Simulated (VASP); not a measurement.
Data:

```
Ta
1.0
   -1.59673     1.59673     1.59673
    1.59673    -1.59673     1.59673
    1.59673     1.59673    -1.59673
Ta
1
Cartesian
  0.00000   0.00000   0.00000
```

The numbers are results of LDA (Ceperley-Alder, Perdew-Zunger), VASP's LDA PAW potentials (set 64) (plane waves; VASP 6.6.1), not measurements. Run with 520 eV cut-off, 16×16×16 Γ-centred mesh, first-order Methfessel-Paxton smearing of 0.10 eV, potentials Ta_pv.

Q: Give the stress tensor in GPa (positive for a compressed cell).

A: 
```
14.01   0.00   0.00
 0.00  14.01   0.00
 0.00   0.00  14.01
```
The pressure is its mean diagonal, 14.01 GPa.

The compound is Ta in the bcc structure. This cell is one point of a volume scan, at 0.94 of the reference volume.
